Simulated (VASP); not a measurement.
Input:

```
CELL_PARAMETERS angstrom
      0.00000     3.10737     3.10737
      3.10737     0.00000     3.10737
      3.10737     3.10737     0.00000
ATOMIC_POSITIONS crystal
  Ba 0.00000 0.00000 0.00000
  F  0.25000 0.25000 0.25000
  F  0.75000 0.75000 0.75000
```

These are PW91 GGA, VASP's PBE PAW potentials (set 64) (plane waves; VASP 6.6.1) values and carry that method's errors. Settings: 520 eV cut-off, 6×6×6 Γ-centred mesh, Gaussian smearing of 0.050 eV, potentials Ba_sv F.

Task: Estimate the energy per atom (σ→0), pressure.

Result: 
```json
{
 "energy per atom (σ→0)": "-5.769 eV/atom",
 "pressure": "1.64 GPa"
}
```

Only differences to runs with the same potentials and settings are physical.

The compound is BaF2 in the fluorite structure. This cell is one point of a volume scan, at 0.97 of the reference volume.
